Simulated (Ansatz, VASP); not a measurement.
# Pb (Lead) in two plane-wave programs

Wanted: the spread between two codes on one cell, functional and k mesh.

Calculated with Ansatz 0.2.0; plane waves, with VASP 6.6.1 beside it; single point at LDA.

**1. The starting structure**

Symmetry: Fm-3m, No. 225, cubic system. The conventional cell has a = 4.950 Å, b = 4.950 Å, c = 4.950 Å, α = 90.00°, β = 90.00°, γ = 90.00°. Nearest to Pb lie 12 Pb at 3.50 Å.

**2. Ansatz: single point, LDA**

Ansatz runs on its default PAW (the set named soft_2) files.

A single point gives forces, pressure and levels at one fixed geometry, so differences don't come from the geometry; what else differs is listed under the comparison.

Input file input.yaml:

```yaml
crystal:
  lattice:
    - [0.0, 2.47502, 2.47502]
    - [2.47502, 0.0, 2.47502]
    - [2.47502, 2.47502, 0.0]
  atoms:
    - { symbol: Pb, position: [0.0, 0.0, 0.0] }
hamiltonian:
  xc: lda
  pseudopotentials: { kind: paw }
kpoints:
  mp_grid: { grid: [9, 9, 9] }
scf:
  occupations: { method: fermi_dirac, width: 0.05 }
  n_extra_bands: 4
output:
  forces: true
  stress: true
  eigenvalues: true
```

Run with:

```bash
ansatz run input.yaml --threads 2 --pin off --max-ram 4608MiB --backend cpu --events-out ev --progress --plain --runs-dir out
```

Numbers of over 12 decimals in the logs are rounded to 6 here.

The program printed:

```text
scf.n_extra_bands = 4 over 7 filled bands (N_el = 14.0): the run solves 11 bands
Engine: ansatz 0.2.0, aarch64-unknown-linux-gnu
Pseudopotentials: kind: paw
Pseudopotential: Pb, paw, valence charge 14, recommended cutoff 420 eV (normal), Pb.paw.azcp
Functional definition: SPW92
  exchange = slater_x
  correlation = pw_c
Crystal: 1 atoms, lattice volume = 30.323 Å³
Basis set: ecut = 420 eV, 609 PW (Γ)
Bands: 11, of which v1, the nominal top of the filled ones, is band 7 counted from 1 (6 counted from 0)
Symmetry: 48 space group operations
Space group: Fm-3m (ITA 225), of the structure as read, at distance tolerance 3.1e-5 Å
k-points: 35 of 729
Non-local potential: Pb, projectors of the file, l = 0: 2, l = 1: 2, l = 2: 2, l = 3: 2
PAW form: soft (Blöchl's): semilocal exchange-correlation on the pseudo side does not see the compensation charge
PAW frozen core: Pb, regenerated for the run's functional, and the local potential with it (the file was generated under x = pbe(κ = 0.804, μ = 0.219515), c = pbe(β = 0.066725))
PAW one-centre angular grid: Pb, 590 points (default); XC on 64 Gauss nodes
Initial density: superposition of atomic densities (neutral atoms: chi_scale 0, normalization atom), corrected by the library's trained network
Initial wavefunctions: pseudopotential atomic-orbital guess
Functional: x = slater, c = lda
SCF iter   1: F=—  HF=-11602.366556 eV  |F-HF|=—  |Δ(HF+E_count)|=         —  Δρ=4.79e-3  dr2=3.80e-3  ethr=1.77e-3  ⟨swp⟩=5.9  Hψ=2557  notcnv=0
preconditioner: auto → none  [insulator: Δε(μ)=0.236 eV  Ē_g=19.862 eV  σ=0.050 eV  W_gap=0.54  n_scr=8 (ndim 8)  ℏωp=25.2 eV  f_vac=0.000  D(μ)=0.41/eV (n_scr^D=0)  ε∞_Penn≈2.6]
SCF iter   2: F=—  HF=-11602.364918 eV  |F-HF|=—  |Δ(HF+E_count)|=   1.64e-3  Δρ=1.56e-3  dr2=3.73e-4  ethr=2.71e-5  ⟨swp⟩=2.4  Hψ=886  notcnv=0  defer=5
SCF iter   3: F=—  HF=-11602.364867 eV  |F-HF|=—  |Δ(HF+E_count)|=   5.11e-5  Δρ=1.94e-4  dr2=8.45e-6  ethr=2.66e-6  ⟨swp⟩=2.0  Hψ=587  notcnv=0  defer=5
SCF iter   4: F=—  HF=-11602.364865 eV  |F-HF|=—  |Δ(HF+E_count)|=   2.64e-6  Δρ=4.55e-5  dr2=6.35e-7  ethr=6.04e-8  ⟨swp⟩=2.5  Hψ=604  notcnv=0  defer=5
iter 5 did not close the SCF: its close was put off for the readings that it lacked (scf_convergence_deferred on its scf_iter line)
SCF iter   5: F=-11602.364864 eV  HF=-11602.364864 eV  |F-HF|=6.82e-9  |Δ(HF+E_count)|=   3.06e-7  Δρ=4.98e-6  dr2=7.06e-9  ethr=4.54e-9  ⟨swp⟩=2.0  Hψ=618  notcnv=0  defer=5
SCF iter   6: F=-11602.364864 eV  HF=-11602.364864 eV  |F-HF|=6.18e-11  |Δ(HF+E_count)|=   2.82e-9  Δρ=4.56e-7  dr2=6.90e-11  ethr=5.04e-11  ⟨swp⟩=3.4  Hψ=1666  notcnv=0
SCF 1 converged in 6 iterations: F = -11602.364864 eV  dr2 = 6.90e-11
  greatest PAW one-centre occupation: 0.979 electrons in one spin orbital (limit 2), on the Pb atom at site 0 (counted from 0), in its partial waves of l = 2
SCF converged after 6 iterations
Free energy (F): -11602.364864 eV
Harris-Foulkes:  -11602.364864 eV  (|F-HF|=6.18e-11)
Internal energy: -11602.361671 eV  (E = F + TS)
E sigma→0 (E₀):  -11602.363268 eV
Entropy (-TS):   -0.003194 eV (-3.194 meV/atom)
Fermi energy:    10.446907 eV
--- Per-component energies (eV) ---
  E_band       = -41.035738
  E_kinetic    = 289.566114
  E_local      = -1019.312367  (includes V_loc(G=0)·N_el)
  E_nonlocal   = 353.613611
  E_hartree    = 402.628105
  E_xc         = -219.324664
  E_vxc        = -133.758426  (∫ρ·V_xc dr)
  E_paw        = -10102.395051  (= ΣΔE_a)
  E_vpaw       = -336.401263  (= ΣTr[D̂ρ^β])
  E_aug_tail   = 0.000048  (compensation charges beyond the density's cutoff)
  E_ewald      = -1307.059754
  E_core_change = -0.077714  (= ΣΔE_core)
  E_smearing   = -0.003194  (= −TS)
  E_closure    = -0.000000  (closes the sum)
  Σ components = -11602.364864   (vs F -11602.364864, Δ=0.00e0)
--- Forces (eV/Å), atoms counted from 1 ---
  atom   1  Pb    -0.00000000     0.00000000     0.00000000
  max |Σ_I F_I| component: 2.17e-30 eV/Å
--- Stress (GPa, compression-positive) ---
       -2.170750       0.000000       0.000000
       -0.000000      -2.170750       0.000000
       -0.000000      -0.000000      -2.170750
  P = ⅓ Tr σ = -2.1707 GPa (-21.707 kbar)
--- Band table (eV; the first three rows and the last of 35) ---
  k-point 0: bands = [... 3 lower, -6.2367, -6.2367, -1.1966, 17.9268, 17.9268, 17.9268, 20.4390, 21.9948]
  k-point 1: bands = [... 3 lower, -6.2368, -6.2368, -0.9595, 15.5984, 17.6496, 17.6496, 20.0422, 22.9590]
  k-point 2: bands = [... 3 lower, -6.2140, -6.2140, -0.2505, 12.1521, 17.0555, 17.0555, 19.6978, 22.5048]
  k-point 34: bands = [... 3 lower, -6.1830, -6.0776, 3.6940, 8.7780, 9.7242, 11.3905, 20.9026, 22.0106]
```

Wall time 0.57 s (2 threads of Arm Neoverse V1, shared host); peak memory 0.26 GiB.

The run ends at a pressure of -2.17 GPa.

**3. VASP: single point, LDA**

The same cell, functional (in two slightly different forms), mesh and smearing now go to VASP, with its own data sets and cutoff.

Lines of VASP's logs that name or quote its potential files are left out, and so is its time.

Input file INCAR:

```
SYSTEM = Pb
PREC = Accurate
ENCUT = 400
EDIFF = 1E-06
NELM = 100
ISMEAR = -1
SIGMA = 0.05
LREAL = .FALSE.
ALGO = Normal
GGA = CA
NBANDS = 8
LORBIT = 11
LWAVE = .FALSE.
LCHARG = .FALSE.
KPAR = 2
ISIF = 2
```

Input file POSCAR:

```
Pb
1.0
    0.0000000000      2.4750200000      2.4750200000
    2.4750200000      0.0000000000      2.4750200000
    2.4750200000      2.4750200000      0.0000000000
Pb
1
Direct
    0.0000000000      0.0000000000      0.0000000000
```

Input file KPOINTS:

```
Automatic mesh
0
Gamma
9 9 9
0 0 0
```

PAW data sets: Pb (PBE family, release 64).

Run with:

```bash
mpirun -np 2 vasp_std
```

The program printed:

```text
[banner, memory and clock lines left out]
running    2 mpi-ranks, on    1 nodes
 distrk:  each k-point on    1 cores,    2 groups
 distr:  one band on    1 cores,    1 groups

 POSCAR found type information on POSCAR Pb
 POSCAR found :  1 types and       1 ions
|                                                                             |
|               ----> ADVICE to this user running VASP <----                  |
|                                                                             |
|     You enforced a specific xc type in the INCAR file but a different       |
|     [... a line on the potential file left out ...]
|     I HOPE YOU KNOW WHAT YOU ARE DOING!                                     |
|                                                                             |

 LDA part: xc-table for (Slater(with rela. corr.)+CA(PZ))
 , standard interpolation
 POSCAR, INCAR and KPOINTS ok, starting setup
 FFT: planning ... GRIDC
 FFT: planning ... GRID_SOFT
 FFT: planning ... GRID
 WAVECAR not read
 entering main loop
       N       E                     dE             d eps       ncg     rms          rms(c)
DAV:   1     0.205019721400E+00    0.20502E+00   -0.12725E+03   560   0.298E+02
DAV:   2    -0.425785431909E+01   -0.44629E+01   -0.42513E+01   792   0.311E+01
DAV:   3    -0.429613501247E+01   -0.38281E-01   -0.38274E-01   704   0.327E+00
DAV:   4    -0.429618748564E+01   -0.52473E-04   -0.52473E-04   848   0.137E-01
DAV:   5    -0.429618754244E+01   -0.56801E-07   -0.57073E-07   760   0.335E-03    0.477E+00
DAV:   6    -0.428630578758E+01    0.98818E-02   -0.27836E-03   696   0.178E-01    0.290E+00
DAV:   7    -0.428077002932E+01    0.55358E-02   -0.67579E-03   592   0.276E-01    0.230E-01
DAV:   8    -0.428082749802E+01   -0.57469E-04   -0.58467E-05   880   0.401E-02    0.426E-02
DAV:   9    -0.428082581934E+01    0.16787E-05   -0.25023E-06   736   0.593E-03    0.369E-03
DAV:  10    -0.428082575499E+01    0.64352E-07   -0.63280E-07   616   0.296E-03
   1 F= -.42808258E+01 E0= -.42792750E+01  d E =-.310148E-02
```

Parts of OUTCAR (step 3):

```text
ion  position               nearest neighbor table
   1  0.000  0.000  0.000-

  LATTYP: Found a face centered cubic cell.
 ALAT       =     4.9500400000

 Subroutine GETGRP returns: Found 48 space group operations
 (whereof 48 operations were pure point group operations)

The static configuration has the point symmetry O_h .

 Found     35 irreducible k-points:

   k-points           NKPTS =     35   k-points in BZ     NKDIM =     35   number of bands    NBANDS=      8

   dimension x,y,z NGX =    24 NGY =   24 NGZ =   24
   dimension x,y,z NGXF=    48 NGYF=   48 NGZF=   48

   ENCUT  =  400.0 eV  29.40 Ry    5.42 a.u.   5.71  5.71  5.71*2*pi/ulx,y,z

   NELECT =       4.0000    total number of electrons

 k-points in reciprocal lattice and weights: Automatic mesh
   0.00000000  0.00000000  0.00000000       0.001
   0.11111111  0.00000000  0.00000000       0.011
   0.22222222  0.00000000  0.00000000       0.011
   0.33333333  0.00000000  0.00000000       0.011
   0.44444444  0.00000000  0.00000000       0.011
   0.11111111  0.11111111  0.00000000       0.008
   0.22222222  0.11111111  0.00000000       0.033
   0.33333333  0.11111111  0.00000000       0.033
   0.44444444  0.11111111  0.00000000       0.033
[...]
-0.33333333  0.44444444  0.11111111       0.033
  -0.33333333  0.44444444  0.22222222       0.033

 average (electrostatic) potential at core
       1 -42.4824

 E-fermi :   4.4974

 k-point     1 :       0.0000    0.0000    0.0000
  band No.  band energies     occupation
      1      -7.0968      2.00000
      2      12.0532      0.00000
      3      12.0532      0.00000
      4      12.0532      0.00000
      5      14.5172      0.00000
      6      16.0737      0.00000
    ...

 k-point     2 :       0.1111    0.0000    0.0000
  band No.  band energies     occupation
      1      -6.8590      2.00000
      2       9.7077      0.00000
      3      11.7673      0.00000
      4      11.7673      0.00000
      5      14.0517      0.00000
      6      16.9481      0.00000
    ...

 k-point     3 :       0.2222    0.0000    0.0000
  band No.  band energies     occupation
      1      -6.1528      2.00000
      2       6.2445      0.00000
      3      11.1670      0.00000
      4      11.1670      0.00000
      5      13.6842      0.00000
      6      16.5470      0.00000
    ...

  Total       -0.3631975     -0.3631975     -0.3631975     -0.0000000     -0.0000000      0.0000000
  in kB      -19.1905461    -19.1905461    -19.1905461     -0.0000000     -0.0000000      0.0000000
  external PRESSURE =     -19.1905461 kB  Pullay stress =       0.0000000 kB

  energy-cutoff  :      400.00
  volume of cell :       30.32
      direct lattice vectors                 reciprocal lattice vectors
     0.000000000  2.475020000  2.475020000    -0.202018570  0.202018570  0.202018570
     2.475020000  0.000000000  2.475020000     0.202018570 -0.202018570  0.202018570
     2.475020000  2.475020000  0.000000000     0.202018570  0.202018570 -0.202018570

 POSITION                                       TOTAL-FORCE (eV/Angst)
 -----------------------------------------------------------------------------------
      0.00000      0.00000      0.00000         0.000000      0.000000      0.000000
 -----------------------------------------------------------------------------------
    total drift:                                0.000000     -0.000000     -0.000000

  FREE ENERGIE OF THE ION-ELECTRON SYSTEM (eV)
  ---------------------------------------------------
  free  energy   TOTEN  =        -4.2808257550 eV

  energy  without entropy=       -4.2777242701  energy(sigma->0) =       -4.27927501

 total charge
# of ion       s       p       d       tot
------------------------------------------
    1        1.741   1.338   0.072   3.151

[... 3 further parts left out ...]
```

The data set Pb keeps the semicore shell frozen, which is cheaper and a little less accurate.

**4. Side by side**

Known differences besides the potentials themselves: the two LDA forms differ slightly; the data sets hold 14 valence electrons in Ansatz (default PAW (the set named soft_2) files) and 4 in VASP; the cutoff is 420 eV in Ansatz and 400 eV in VASP; Ansatz makes its cores anew for this functional, VASP keeps those of its PBE data sets; VASP's log shows a relativistic correction to its local exchange, Ansatz's none. Total energies have different zeros and are not compared.

Compared:

```csv
quantity,Ansatz,VASP,difference
pressure (GPa),-2.17,-1.92,-0.25
```

**5. Summary of results**

```
difference in pressure (single point, LDA) : -0.25 GPa
```

**Reading.** The difference in pressure is -0.25 GPa (single point, LDA), within the 1 GPa picked in this series as the mark of a large difference. Such differences can come from data sets, numerical settings and the points named under the comparisons, not from the functional's error against experiment.

[Lines on the potential files, build, host, timing and source positions are cut from VASP's logs without a mark.]

[Logs are printed without paths, hosts, clocks, repeated set-up lines and the standing remarks that a program may print on its own settings, such as how far it seeks lower states.]

[Hosts, paths, dates, database ids (printed as entryN), source tags and the programs' standing remarks are cut or masked in the printed files.]
